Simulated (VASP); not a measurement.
```yaml
crystal:
  lattice:
    - [0.00000, 3.69626, 3.69626]
    - [3.69626, 0.00000, 3.69626]
    - [3.69626, 3.69626, 0.00000]
  atoms:
    - { symbol: K, position: [0.00000, 0.00000, 0.00000] }
    - { symbol: I, position: [0.50000, 0.50000, 0.50000] }
```

Calculation: revPBE GGA, VASP's PBE PAW potentials (set 64) (plane waves; VASP). Settings: 520 eV cut-off, Gaussian smearing of 0.050 eV, potentials K_sv I.

Unless said otherwise, spin-orbit coupling is left out, though it shifts the bands of the heavy elements here.

Predict the band gap (along the path) with the smallest direct gap where there is one.

```json
{
  "band gap (along the path)": "3.94 eV",
  "smallest direct gap (along the path)": "3.94 eV"
}
```

Only differences to runs with the same potentials and settings are physical.

The compound is KI in the rock salt structure. It was relaxed first, which changed the volume by +14 %.
